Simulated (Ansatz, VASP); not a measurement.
# Cross-check of GaSb between VASP and Ansatz, part 2 of 2

One calculation is typed for both programs; each brings its own data sets. How far apart do they land? The structure shown comes from an earlier Ansatz run, which isn't shown and may have moved the atoms alone.

VASP 6.6.1 and Ansatz 0.2.0.

So far: The starting structure; Ansatz: elastic constants, LDA, pair 1.

## 3. VASP: elastic constants, LDA, pair 1

Level of this step: LDA; plane waves and PAW (Ga_d, Sb) (VASP).

The same cell, functional (in two slightly different forms), mesh and smearing now go to VASP, with its own data sets.

Lines of VASP's logs that name or quote its potential files are left out, and so is its time.

The input, INCAR:

```
SYSTEM = GaSb
PREC = Accurate
ENCUT = 500
EDIFF = 1E-08
NELM = 120
ISMEAR = 1
SIGMA = 0.25
LREAL = .FALSE.
ALGO = Normal
GGA = CA
NBANDS = 15
LORBIT = 11
LWAVE = .FALSE.
LCHARG = .FALSE.
ISIF = 3
IBRION = 6
NFREE = 2
POTIM = 0.015
NSW = 1
LASPH = .TRUE.
GGA_COMPAT = .FALSE.
KPAR = 2
```

The input, POSCAR:

```
GaSb
1.0
    0.0000000000      3.0366535838      3.0366535838
    3.0366535838      0.0000000000      3.0366535838
    3.0366535838      3.0366535838      0.0000000000
Ga Sb
1 1
Direct
    0.0000000000      0.0000000000      0.0000000000
    0.2500000000      0.2500000000      0.2500000000
```

The input, KPOINTS:

```
Automatic mesh
0
Gamma
4 4 4
0 0 0
```

PAW data sets: Ga_d and Sb (LDA family, release 64).

Started as:

```bash
$ mpirun -np 2 vasp_std
```

Numbers of over 12 decimals in the logs are rounded to 6 here.

Log:

```text
[banner, memory and clock lines left out]
running    2 mpi-ranks, on    1 nodes
 distrk:  each k-point on    1 cores,    2 groups
 distr:  one band on    1 cores,    1 groups

 POSCAR found type information on POSCAR GaSb
 POSCAR found :  2 types and       2 ions
 LDA part: xc-table for (Slater(with rela. corr.)+CA(PZ))
 , standard interpolation
 POSCAR, INCAR and KPOINTS ok, starting setup
 FFT: planning ... GRIDC
 FFT: planning ... GRID_SOFT
 FFT: planning ... GRID
 WAVECAR not read
 entering main loop
       N       E                     dE             d eps       ncg     rms          rms(c)
DAV:   1     0.839248299205E+02    0.83925E+02   -0.84900E+03   240   0.148E+03
DAV:   2    -0.234217716182E+01   -0.86267E+02   -0.83390E+02   282   0.300E+02
DAV:   3    -0.849630491875E+01   -0.61541E+01   -0.61357E+01   289   0.679E+01
DAV:   4    -0.860749074756E+01   -0.11119E+00   -0.11116E+00   303   0.102E+01
DAV:   5    -0.861036848902E+01   -0.28777E-02   -0.28777E-02   341   0.144E+00    0.342E+00
DAV:   6    -0.850606888753E+01    0.10430E+00   -0.87462E-02   328   0.466E+00    0.202E+00
DAV:   7    -0.846465345192E+01    0.41415E-01   -0.61826E-02   289   0.185E+00    0.336E-01
DAV:   8    -0.846435058339E+01    0.30287E-03   -0.52514E-03   289   0.860E-01    0.119E-01
DAV:   9    -0.846447246524E+01   -0.12188E-03   -0.43698E-04   312   0.194E-01    0.393E-02
DAV:  10    -0.846446324815E+01    0.92171E-05   -0.23344E-05   311   0.371E-02    0.126E-02
DAV:  11    -0.846446723403E+01   -0.39859E-05   -0.52153E-06   290   0.236E-02    0.655E-03
DAV:  12    -0.846446719149E+01    0.42545E-07   -0.26823E-07   289   0.408E-03    0.133E-03
DAV:  13    -0.846446720405E+01   -0.12564E-07   -0.24514E-08   295   0.161E-03    0.572E-04
DAV:  14    -0.846446720372E+01    0.33697E-09   -0.75770E-10   218   0.238E-04
   1 F= -.84644672E+01 E0= -.84639760E+01  d E =-.147354E-02
[... from here on, the cycles between the ionic steps are left out ...]
   2 F= -.84624038E+01 E0= -.84619742E+01  d E =-.128889E-02
   3 F= -.84608229E+01 E0= -.84605441E+01  d E =-.836329E-03
   9 F= -.84625661E+01 E0= -.84620044E+01  d E =-.168524E-02
  10 F= -.84625663E+01 E0= -.84620046E+01  d E =-.168512E-02
  11 F= -.84625661E+01 E0= -.84620044E+01  d E =-.168521E-02
  12 F= -.84625663E+01 E0= -.84620046E+01  d E =-.168513E-02
  13 F= -.84625661E+01 E0= -.84620044E+01  d E =-.168522E-02
  14 F= -.84637032E+01 E0= -.84632355E+01  d E =-.140308E-02
  15 F= -.84637032E+01 E0= -.84632354E+01  d E =-.140334E-02
  16 F= -.84636943E+01 E0= -.84632266E+01  d E =-.140308E-02
 Finite differences progress:
  Degree of freedom:   8/  8
  Displacement:        1/  2
  Total:              15/ 16
 bond charge predicted
       N       E                     dE             d eps       ncg     rms          rms(c)
DAV:   1    -0.846327310297E+01    0.42118E-03   -0.19532E-01   582   0.205E+00    0.127E-01
DAV:   2    -0.846375398210E+01   -0.48088E-03   -0.61967E-03   737   0.558E-01    0.581E-02
DAV:   3    -0.846369721972E+01    0.56762E-04   -0.16968E-04   754   0.132E-01    0.173E-02
DAV:   4    -0.846369418221E+01    0.30375E-05   -0.18322E-05   798   0.389E-02    0.438E-03
DAV:   5    -0.846369426973E+01   -0.87513E-07   -0.18989E-06   680   0.131E-02    0.105E-03
DAV:   6    -0.846369428418E+01   -0.14455E-07   -0.10019E-07   701   0.237E-03    0.338E-04
DAV:   7    -0.846369428399E+01    0.19418E-09   -0.59952E-09   501   0.695E-04
  17 F= -.84636943E+01 E0= -.84632266E+01  d E =-.140312E-02
 Finite differences progress:
  Degree of freedom:   8/  8
  Displacement:        2/  2
  Total:              16/ 16
```

From OUTCAR (step 3):

```text
ion  position               nearest neighbor table
   1  0.000  0.000  0.000-   2 2.63   2 2.63   2 2.63   2 2.63
   2  0.250  0.250  0.250-   1 2.63   1 2.63   1 2.63   1 2.63

  LATTYP: Found a face centered cubic cell.
 ALAT       =     6.0733071676

 Subroutine GETGRP returns: Found 24 space group operations
 (whereof 24 operations were pure point group operations)

The static configuration has the point symmetry T_d .

 Found      8 irreducible k-points:

   k-points           NKPTS =      8   k-points in BZ     NKDIM =      8   number of bands    NBANDS=     15

   dimension x,y,z NGX =    32 NGY =   32 NGZ =   32
   dimension x,y,z NGXF=    64 NGYF=   64 NGZF=   64

   ENCUT  =  500.0 eV  36.75 Ry    6.06 a.u.   7.83  7.83  7.83*2*pi/ulx,y,z

   NELECT =      18.0000    total number of electrons

 k-points in reciprocal lattice and weights: Automatic mesh
   0.00000000  0.00000000  0.00000000       0.016
   0.25000000  0.00000000  0.00000000       0.125
   0.50000000  0.00000000  0.00000000       0.062
   0.25000000  0.25000000  0.00000000       0.094
   0.50000000  0.25000000  0.00000000       0.375
  -0.25000000  0.25000000  0.00000000       0.188
   0.50000000  0.50000000  0.00000000       0.047
  -0.25000000  0.50000000  0.25000000       0.094

 average (electrostatic) potential at core
       1 -66.6769       2 -88.3587

 E-fermi :   5.0431

 k-point     1 :       0.0000    0.0000    0.0000
  band No.  band energies     occupation
    ...
      6      -6.7250      2.00000
      7       4.9069      1.78748
      8       4.9506      1.58165
      9       4.9756      1.43896
     10       4.9946      1.32183
     11       7.6342     -0.00000
     12       7.6684     -0.00000
     13       7.7042     -0.00000
     14      10.5507      0.00000
     15      13.5310      0.00000

 k-point     2 :       0.2500    0.0000    0.0000
  band No.  band energies     occupation
    ...
      5     -10.2176      2.00000
      6      -6.0893      2.00000
      7       0.8090      2.00000
      8       4.2001      2.00002
      9       4.2526      2.00007
     10       5.7114     -0.00103
     11       8.5171     -0.00000
     12       8.5839     -0.00000
     13      10.1145      0.00000
     14      11.9741      0.00000
    ...

 k-point     3 :       0.5000    0.0000    0.0000
  band No.  band energies     occupation
    ...
      5     -10.2168      2.00000
      6      -5.0302      2.00000
      7      -1.6101      2.00000
      8       3.7307      2.00000
      9       3.7848      2.00000
     10       5.2946     -0.05142
     11       8.6079     -0.00000
     12       8.6881     -0.00000
     13      11.2241      0.00000
     14      14.2446      0.00000
    ...

  Total        0.0532301      0.0530385      0.0530385      0.0000000      0.1162521      0.0000000
  in kB        1.5228310      1.5173518      1.5173518      0.0000000      3.3257971      0.0000000
  external PRESSURE =       1.5191782 kB  Pullay stress =       0.0000000 kB

  energy-cutoff  :      500.00
  volume of cell :       56.00
      direct lattice vectors                 reciprocal lattice vectors
     0.000000000  3.036653584  3.036653584    -0.164654936  0.164654936  0.164654936
     3.036653584  0.000000000  3.036653584     0.164654936 -0.164654936  0.164654936
     3.036653584  3.036653584  0.000000000     0.164654936  0.164654936 -0.164654936

 POSITION                                       TOTAL-FORCE (eV/Angst)
 -----------------------------------------------------------------------------------
      0.00000      0.00000      0.00000        -0.103222      0.000000      0.000000
      1.50333      1.51833      1.51833         0.103222     -0.000000     -0.000000
 -----------------------------------------------------------------------------------
    total drift:                                0.000054      0.000001      0.000001

  FREE ENERGIE OF THE ION-ELECTRON SYSTEM (eV)
  ---------------------------------------------------
  free  energy   TOTEN  =        -8.4636942840 eV

  energy  without entropy=       -8.4622911681  energy(sigma->0) =       -8.46322658

  SYMMETRIZED ELASTIC MODULI (kBar)
 Direction    XX          YY          ZZ          XY          YZ          ZX
 --------------------------------------------------------------------------------
 XX         725.6611    327.3363    327.3363     -0.0000      0.0000      0.0000
 YY         327.3363    725.6611    327.3363      0.0000      0.0000      0.0000
 ZZ         327.3363    327.3363    725.6611      0.0000      0.0000     -0.0000
 XY          -0.0000      0.0000      0.0000    484.6957      0.0000      0.0000
 YZ           0.0000      0.0000      0.0000      0.0000    484.6957      0.0000
 ZX           0.0000      0.0000     -0.0000      0.0000      0.0000    484.6957
 --------------------------------------------------------------------------------

 Eigenvectors and eigenvalues of the dynamical matrix
 ----------------------------------------------------

   1 f  =    6.149467 THz    38.638239 2PiTHz  205.124132 cm-1    25.432140 meV
             X         Y         Z           dx          dy          dz
      0.000000  0.000000  0.000000     0.000000    0.796705    0.000000
      1.518327  1.518327  1.518327     0.000000   -0.604368    0.000000

   2 f  =    6.149467 THz    38.638239 2PiTHz  205.124132 cm-1    25.432140 meV
             X         Y         Z           dx          dy          dz
      0.000000  0.000000  0.000000     0.796705    0.000000    0.000000
      1.518327  1.518327  1.518327    -0.604368    0.000000    0.000000

   3 f  =    6.149467 THz    38.638239 2PiTHz  205.124132 cm-1    25.432140 meV
             X         Y         Z           dx          dy          dz
      0.000000  0.000000  0.000000     0.000000    0.000000    0.796705
      1.518327  1.518327  1.518327     0.000000    0.000000   -0.604368

   4 f/i=    0.007161 THz     0.044992 2PiTHz    0.238853 cm-1     0.029614 meV
             X         Y         Z           dx          dy          dz
      0.000000  0.000000  0.000000    -0.604368    0.000000    0.000000
      1.518327  1.518327  1.518327    -0.796705    0.000000    0.000000

   5 f/i=    0.007161 THz     0.044992 2PiTHz    0.238853 cm-1     0.029614 meV
             X         Y         Z           dx          dy          dz
      0.000000  0.000000  0.000000     0.000000   -0.604368    0.000000
      1.518327  1.518327  1.518327     0.000000   -0.796705    0.000000

   6 f/i=    0.007161 THz     0.044992 2PiTHz    0.238853 cm-1     0.029614 meV
             X         Y         Z           dx          dy          dz
      0.000000  0.000000  0.000000     0.000000    0.000000   -0.604368
      1.518327  1.518327  1.518327     0.000000    0.000000   -0.796705

 ELASTIC MODULI CONTR FROM IONIC RELAXATION (kBar)
 Direction    XX          YY          ZZ          XY          YZ          ZX
 --------------------------------------------------------------------------------
 XX          -0.0000     -0.0000     -0.0000     -0.0000     -0.0000     -0.0000
 YY          -0.0000     -0.0000     -0.0000     -0.0000     -0.0000     -0.0000
 ZZ          -0.0000     -0.0000     -0.0000     -0.0000     -0.0000     -0.0000
 XY          -0.0000     -0.0000     -0.0000   -250.2816      0.0000     -0.0000
 YZ          -0.0000     -0.0000     -0.0000      0.0000   -250.2816      0.0000
 ZX          -0.0000     -0.0000     -0.0000     -0.0000      0.0000   -250.2816
 --------------------------------------------------------------------------------

 TOTAL ELASTIC MODULI (kBar)
 Direction    XX          YY          ZZ          XY          YZ          ZX
 --------------------------------------------------------------------------------
 XX         725.6611    327.3363    327.3363     -0.0000     -0.0000     -0.0000
 YY         327.3363    725.6611    327.3363      0.0000      0.0000     -0.0000
 ZZ         327.3363    327.3363    725.6611     -0.0000     -0.0000     -0.0000
 XY          -0.0000      0.0000     -0.0000    234.4141      0.0000     -0.0000
 YZ          -0.0000      0.0000     -0.0000      0.0000    234.4141      0.0000
 ZX          -0.0000     -0.0000     -0.0000     -0.0000      0.0000    234.4141
 --------------------------------------------------------------------------------

 total charge
# of ion       s       p       d       tot
------------------------------------------
    1        0.905   0.802   9.965  11.672
    2        1.126   1.381   0.029   2.535
--------------------------------------------------
tot          2.031   2.183   9.994  14.207

[... 3 further parts left out ...]
```

Levels, forces or a CONTCAR printed for this step are those of its last displaced cell, not of the structure at rest.

## 4. Side by side

Known differences besides the potentials themselves: the two LDA forms differ slightly; the data sets hold 28 valence electrons in Ansatz (on its default PAW (the set named soft_2) files) and 18 in VASP; the cutoff is 420 eV in Ansatz and 500 eV in VASP; VASP's log shows a relativistic correction to its local exchange, Ansatz's none; VASP takes each elastic constant from one size of strain, Ansatz from those that its log lists. Total energies have different zeros and are not compared.

The two programs side by side:

| quantity | Ansatz | VASP | difference |
| --- | --- | --- | --- |
| C11 (GPa) | 72.4 | 72.6 | -0.30 % |
| C22 (GPa) | 72.4 | 72.6 | -0.30 % |
| C33 (GPa) | 72.4 | 72.6 | -0.30 % |
| C12 (GPa) | 33.3 | 32.7 | +1.69 % |
| C13 (GPa) | 33.3 | 32.7 | +1.69 % |
| C23 (GPa) | 33.3 | 32.7 | +1.69 % |
| C44 (GPa) | 22.4 | 23.4 | -4.44 % |
| C55 (GPa) | 22.4 | 23.4 | -4.44 % |
| C66 (GPa) | 22.4 | 23.4 | -4.44 % |

## 5. Ansatz: elastic constants, LDA, pair 2

Elastic constants are differences of stresses under small strains, so they test the stress and the mesh. The cell compared in this pair holds 55.31 Å³, against 56.00 Å³ for the pair before.

The structure shown comes from an earlier Ansatz run, which isn't shown and may have moved the atoms alone.

The input, input.yaml:

```yaml
crystal:
  lattice:
    - [0.0, 3.0241437512, 3.0241437512]
    - [3.0241437512, 0.0, 3.0241437512]
    - [3.0241437512, 3.0241437512, 0.0]
  atoms:
    - { symbol: Ga, position: [0.0, 0.0, 0.0] }
    - { symbol: Sb, position: [0.25, 0.25, 0.25] }
kpoints:
  mp_grid: { grid: [10, 10, 10] }
hamiltonian:
  xc: lda
scf:
  occupations: { method: gaussian, width: 0.05 }
output:
  forces: true
  stress: true
  eigenvalues: true
elastic:
  mode: relaxed_ion
  stencil: two_point
  amplitude: 0.002
```

Started as:

```bash
$ ansatz run input.yaml --threads 4 --pin off --max-ram 16384MiB --backend cpu --events-out ev --progress --plain --runs-dir out
```

Log:

```text
[...]
Crystal: 2 atoms, lattice volume = 55.314 Å³
Basis set: ecut = 420 eV, 1067 PW (Γ)
Bands: 18, of which v1, the nominal top of the filled ones, is band 14 counted from 1 (13 counted from 0)
Symmetry: 24 space group operations
[...]
k-points: 47 of 1000 (time reversal used)
[...]
2.000e-3       0.1683      -10043.0515588       7   28516   1106   relax 0 steps, max|allowed force component| 5.55e-17 eV/Å
[...]
δ    σ_23 (GPa)             F (eV)   n_scf  n_hpsi   n_pw
    -2.000e-3      -0.0824      -10043.0515890       2   29939   1106   relax 3 steps, max|allowed force component| 3.26e-6 eV/Å
     2.000e-3       0.0824      -10043.0515890       2   30101   1106   relax 2 steps, max|allowed force component| 9.41e-6 eV/Å
[key lines of the parts left out:]
SCF converged after 10 iterations
Free energy (F): -10043.051618 eV
Fermi energy:    7.885594 eV
P = ⅓ Tr σ = 0.0007 GPa (0.007 kbar)
```

## 6. VASP: elastic constants, LDA, pair 2

The same cell, functional (in two slightly different forms), mesh and smearing now go to VASP, with its own data sets.

INCAR, as its differences from that of step 3:

```diff
@@ -5,4 +5,4 @@
 NELM = 120
-ISMEAR = 1
-SIGMA = 0.25
+ISMEAR = 0
+SIGMA = 0.05
 LREAL = .FALSE.
```

The input, POSCAR:

```
GaSb
1.0
    0.0000000000      3.0241437512      3.0241437512
    3.0241437512      0.0000000000      3.0241437512
    3.0241437512      3.0241437512      0.0000000000
Ga Sb
1 1
Direct
    0.0000000000      0.0000000000      0.0000000000
    0.2500000000      0.2500000000      0.2500000000
```

The input, KPOINTS:

```
Automatic mesh
0
Gamma
10 10 10
0 0 0
```

Started as:

```bash
$ mpirun -np 2 vasp_std
```

Log:

```text
[... set-up lines as in an earlier step ...]
 entering main loop
       N       E                     dE             d eps       ncg     rms          rms(c)
DAV:   1     0.819509361685E+02    0.81951E+02   -0.85324E+03  1410   0.147E+03
DAV:   2    -0.230598511356E+01   -0.84257E+02   -0.81278E+02  1662   0.305E+02
DAV:   3    -0.868649068484E+01   -0.63805E+01   -0.63665E+01  1690   0.692E+01
DAV:   4    -0.879858173316E+01   -0.11209E+00   -0.11207E+00  1735   0.102E+01
[...]
DAV:  11    -0.867213599037E+01   -0.21710E-05   -0.44376E-06  1650   0.199E-02    0.528E-03
DAV:  12    -0.867213595913E+01    0.31236E-07   -0.23233E-07  1746   0.362E-03    0.120E-03
DAV:  13    -0.867213596825E+01   -0.91190E-08   -0.20326E-08  1710   0.126E-03
   1 F= -.86721360E+01 E0= -.86721252E+01  d E =-.214933E-04
[... from here on, the cycles between the ionic steps are left out ...]
   2 F= -.86698729E+01 E0= -.86698350E+01  d E =-.757375E-04
   3 F= -.86676132E+01 E0= -.86676117E+01  d E =-.294835E-05
   9 F= -.86697301E+01 E0= -.86697209E+01  d E =-.185445E-04
  10 F= -.86697303E+01 E0= -.86697211E+01  d E =-.185460E-04
  11 F= -.86697301E+01 E0= -.86697209E+01  d E =-.185430E-04
  12 F= -.86697304E+01 E0= -.86697211E+01  d E =-.185436E-04
  13 F= -.86697301E+01 E0= -.86697209E+01  d E =-.185444E-04
  14 F= -.86711952E+01 E0= -.86711785E+01  d E =-.333572E-04
  15 F= -.86711952E+01 E0= -.86711785E+01  d E =-.333527E-04
  16 F= -.86711874E+01 E0= -.86711707E+01  d E =-.333682E-04
  17 F= -.86711874E+01 E0= -.86711707E+01  d E =-.333530E-04
 Finite differences progress:
  Degree of freedom:   8/  8
  Displacement:        2/  2
  Total:              16/ 16
```

Parts of OUTCAR (step 6):

```text
  Total        0.0716240      0.0732555      0.0732555      0.0000000      0.1145786      0.0000000
  in kB        2.0745885      2.1218439      2.1218439      0.0000000      3.3187673      0.0000000
  external PRESSURE =       2.1060921 kB  Pullay stress =       0.0000000 kB

 POSITION                                       TOTAL-FORCE (eV/Angst)
 -----------------------------------------------------------------------------------
      0.00000      0.00000      0.00000        -0.126485      0.000000      0.000000
      1.49707      1.51207      1.51207         0.126485      0.000000      0.000000
 -----------------------------------------------------------------------------------
    total drift:                               -0.000040      0.000001      0.000001

  FREE ENERGIE OF THE ION-ELECTRON SYSTEM (eV)
  ---------------------------------------------------
  free  energy   TOTEN  =        -8.6711874225 eV

  energy  without entropy=       -8.6711540695  energy(sigma->0) =       -8.67117075

[... 3 further parts left out ...]
[key lines of the parts left out:]
E-fermi :   5.1244
```

Levels, forces or a CONTCAR printed for this step are those of its last displaced cell, not of the structure at rest.

## 7. Side by side

What differs besides the data sets and the points named for the pairs above, as far as they apply: the data sets hold 28 valence electrons in Ansatz (on its default PAW (the set named soft_2) files) and 18 in VASP. Total energies have different zeros and are not compared.

Compared:

| quantity | Ansatz | VASP | difference |
| --- | --- | --- | --- |
| C11 (GPa) | 85.1 | 86.7 | -1.82 % |
| C22 (GPa) | 85.1 | 86.7 | -1.82 % |
| C33 (GPa) | 85.1 | 86.7 | -1.82 % |
| C12 (GPa) | 38.8 | 40.0 | -2.91 % |
| C13 (GPa) | 38.8 | 40.0 | -2.91 % |
| C23 (GPa) | 38.8 | 40.0 | -2.91 % |
| C44 (GPa) | 41.2 | 42.1 | -2.05 % |
| C55 (GPa) | 41.2 | 42.1 | -2.05 % |
| C66 (GPa) | 41.2 | 42.1 | -2.05 % |

## 8. Results

```json
{"difference in C44 (elastic constants, LDA, pair 1)": "-4.4 %", "difference in C12 (elastic constants, LDA, pair 2)": "-2.9 %"}
```

The difference in C44 is -4.4 % (elastic constants, LDA, pair 1), within the 5 % picked in this series as the mark of a large difference. The data sets hold unlike numbers of valence electrons (28 in Ansatz and 18 in VASP), so part of the differences comes from the potentials. How closely two codes agree says nothing of how well the functional describes the real material.

[Lines on the potential files, build, host, timing and source positions are cut from VASP's logs without a mark.]

[Logs are printed without paths, hosts, clocks, repeated set-up lines and the standing remarks that a program may print on its own settings, such as how far it seeks lower states.]

[Hosts, paths, dates, database ids (printed as entryN), source tags and the programs' standing remarks are cut or masked in the printed files.]
